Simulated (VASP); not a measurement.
All values below come from r2SCAN meta-GGA, VASP's PBE PAW potentials (set 64) (plane waves; VASP 6.6.1).

VASP ran on this input.

**INCAR**
```
SYSTEM = CoAl
PREC = Accurate
ENCUT = 400
EDIFF = 1E-6
NELM = 100
ALGO = Normal
LREAL = .FALSE.
LASPH = .TRUE.
ISMEAR = 1
SIGMA = 0.1
METAGGA = R2SCAN
LMIXTAU = .TRUE.
LMAXMIX = 4
ISPIN = 2
MAGMOM = 3.0 0.0
LORBIT = 10
LWAVE = .FALSE.
LCHARG = .FALSE.
IBRION = 2
ISIF = 3
NSW = 60
EDIFFG = -0.01
```

File KPOINTS:
```
Automatic mesh
0
Gamma
10 10 10
0 0 0
```

### POSCAR
```
CoAl
1
    0.0000000000     2.8521100000     2.8521100000
    2.8521100000     0.0000000000     2.8521100000
    2.8521100000     2.8521100000     0.0000000000
Co Al
1 1
Direct
  0.0000000000   0.0000000000   0.0000000000
  0.2500000000   0.2500000000   0.2500000000
```

POTCAR, in this order: Co Al (PBE.64 set). Program: vasp_std.

Energy and stress use the plane-wave basis of the starting cell.

**Question.** What does the run give for the energy per atom (σ→0), cell moment, volume per atom, band gap (on the k-mesh)?

**Answer.** 
The energy per atom (σ→0) is -8.834 eV/atom and the cell moment is 1.76 μB. The band gap (on the k-mesh) is none (metal, semimetal or under 0.01 eV) and the volume per atom comes out as 21.26 Å³/atom.

### OSZICAR
```
...
DAV:   4    -0.176686183148E+02   -0.63861E-03   -0.32267E-03  2404   0.437E-01    0.199E-01
DAV:   5    -0.176682294956E+02    0.38882E-03   -0.10958E-03  2920   0.404E-01    0.823E-02
DAV:   6    -0.176682036108E+02    0.25885E-04   -0.11744E-04  3372   0.101E-01    0.267E-02
DAV:   7    -0.176682112848E+02   -0.76740E-05   -0.12569E-05  2572   0.448E-02    0.144E-02
DAV:   8    -0.176682079417E+02    0.33431E-05   -0.82506E-06  2508   0.339E-02    0.639E-03
DAV:   9    -0.176682104998E+02   -0.25581E-05   -0.13670E-06  1776   0.113E-02    0.281E-03
DAV:  10    -0.176682096611E+02    0.83875E-06   -0.21932E-07  1220   0.552E-03
   3 F= -.17668210E+02 E0= -.17668466E+02  d E =-.438605E-01  mag=     1.7583
```

The structure was generated: CoAl was put into the zinc blende type (F-43m), which need not be its known phase. This run relaxes it. Symmetry was kept, so distortions that lower it aren't found.
